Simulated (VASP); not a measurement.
Consider the following.

```
LiF
1.0
    0.00000     1.97848     1.97848
    1.97848     0.00000     1.97848
    1.97848     1.97848     0.00000
Li F
1 1
Direct
  0.00000   0.00000   0.00000
  0.50000   0.50000   0.50000
```

Level of theory: TPSS meta-GGA, VASP's PBE PAW potentials (set 64) (plane waves; VASP). Numerical set-up: 520 eV cut-off, 11×11×11 Γ-centred mesh, Gaussian smearing of 0.050 eV, potentials Li_sv F.

### Question
Predict the energy per atom (σ→0), pressure, band gap (on the k-mesh) with the smallest direct gap where there is one.

### Answer

* **band gap (on the k-mesh)**: 9.76 eV
* **smallest direct gap (on the k-mesh)**: 9.76 eV
* **energy per atom (σ→0)**: -6.527 eV/atom
* **pressure**: 2.60 GPa

The compound is LiF in the rock salt structure. This cell is one point of a volume scan, at 0.97 of the reference volume.
